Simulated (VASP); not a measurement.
VASP ran on this input.

### POSCAR
```
CoGe
1
    2.8699690000     0.0000000000     0.0000000000
    0.0000000000     2.8699690000     0.0000000000
    0.0000000000     0.0000000000     2.8699690000
Co Ge
1 1
Direct
  0.0000000000   0.0000000000   0.0000000000
  0.5000000000   0.5000000000   0.5000000000
```

KPOINTS:
```
Automatic mesh
0
Gamma
11 11 11
0 0 0
```

**INCAR**
```
ALGO=Normal
EDIFF=1E-6
ENCUT=400
GGA=PE
ISIF=2
ISMEAR=1
ISPIN=2
LASPH=.TRUE.
LCHARG=.FALSE.
LDAU=.TRUE.
LDAUJ=0 0
LDAUL=2 -1
LDAUPRINT=1
LDAUTYPE=2
LDAUU=8.0 0
LMAXMIX=4
LORBIT=10
LREAL=.FALSE.
LWAVE=.FALSE.
MAGMOM=3.0 0.0
NELM=100
PREC=Accurate
SIGMA=0.1
SYSTEM=CoGe
```

POTCAR, in this order: Co Ge_d (PBE.64 set). Program: vasp_std.

**Question.** Translate this PBE+U calculation to Ansatz.

**Answer.** One equivalent input (not run):
Ansatz 0.2 input:
```yaml
crystal:
  lattice:
    - [2.8699690, 0.0000000, 0.0000000]
    - [0.0000000, 2.8699690, 0.0000000]
    - [0.0000000, 0.0000000, 2.8699690]
  atoms:
    - { symbol: Co, position: [0.0000000, 0.0000000, 0.0000000], spin: 3 }
    - { symbol: Ge, position: [0.5000000, 0.5000000, 0.5000000] }
kpoints:
  mp_grid: { grid: [11, 11, 11] }
hamiltonian:
  xc: pbe
  pseudopotentials: { kind: paw }
  hubbard:
    sites:
      - { species: Co, l: d, u_eff: 8 }
magnetization: { spin_polarized: true }
scf:
  occupations: { method: methfessel_paxton, width: 0.1 }
  max_iter: 100
output: { forces: true, stress: true, eigenvalues: true }
```
Limits of the translation: each code has its own PAW files, so the cut-off isn't converted (ENCUT is set for VASP's; basis.ecutwfc is left out, and Ansatz then takes the one that its files recommend); Ansatz stops its SCF on the density residual and VASP on the energy change (EDIFF); the +U projectors differ, so the same U acts differently.

The structure was generated: CoGe was put into the CsCl type (Pm-3m), which need not be its known phase. The cell was not relaxed at this level. The run is one of a series of settings (LDAU = .TRUE., LDAUJ = 0 0, LDAUL = 2 -1, LDAUTYPE = 2, LDAUU = 8.0 0 against the base run), some of them coarse on purpose.
